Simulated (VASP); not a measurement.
OSZICAR of a VASP run on MoSi2 (MoSi2 type):

### OSZICAR
```
       N       E                     dE             d eps       ncg     rms          rms(c)
DAV:   1     0.983625629901E+02    0.98363E+02   -0.10016E+04  4970   0.114E+03
DAV:   2    -0.219741205258E+02   -0.12034E+03   -0.11881E+03  6101   0.296E+02
DAV:   3    -0.241647761656E+02   -0.21907E+01   -0.21601E+01  6507   0.372E+01
DAV:   4    -0.241743174854E+02   -0.95413E-02   -0.95383E-02  5744   0.293E+00
DAV:   5    -0.241744009088E+02   -0.83423E-04   -0.83415E-04  6556   0.238E-01    0.210E+01
DAV:   6    -0.234249383893E+02    0.74946E+00   -0.76631E+00  5688   0.188E+01    0.456E+00
DAV:   7    -0.232936304320E+02    0.13131E+00   -0.11766E+00  5493   0.688E+00    0.438E+00
DAV:   8    -0.232586108605E+02    0.35020E-01   -0.12247E-01  5835   0.289E+00    0.454E-01
DAV:   9    -0.232579090068E+02    0.70185E-03   -0.22682E-03  6010   0.420E-01    0.252E-01
DAV:  10    -0.232578709075E+02    0.38099E-04   -0.73792E-04  5891   0.253E-01    0.572E-02
DAV:  11    -0.232578570808E+02    0.13827E-04   -0.28592E-04  5723   0.133E-01    0.424E-02
DAV:  12    -0.232578512061E+02    0.58747E-05   -0.30269E-05  5626   0.404E-02    0.102E-02
DAV:  13    -0.232578507494E+02    0.45671E-06   -0.12162E-06  3433   0.711E-03
   1 F= -.23257851E+02 E0= -.23257689E+02  d E =-.232579E+02
```

Problem. Which electronic solver shows in the log?

Solution. It is blocked Davidson (ALGO = Normal, or the opening steps of other solvers). The INCAR had ALGO = Normal.

Problem. Can the final energy be trusted as converged?

Solution. Self-consistency was reached. It stopped with EDIFF = 1E-6, NELM = 100, NSW = 60 and EDIFFG = -0.02 after 1 ionic step (PBE GGA, plane waves, VASP's PBE PAW potentials (set 64)).

The compound is MoSi2 in the MoSi2 type structure. It was relaxed first. The start is the result of an earlier pass.
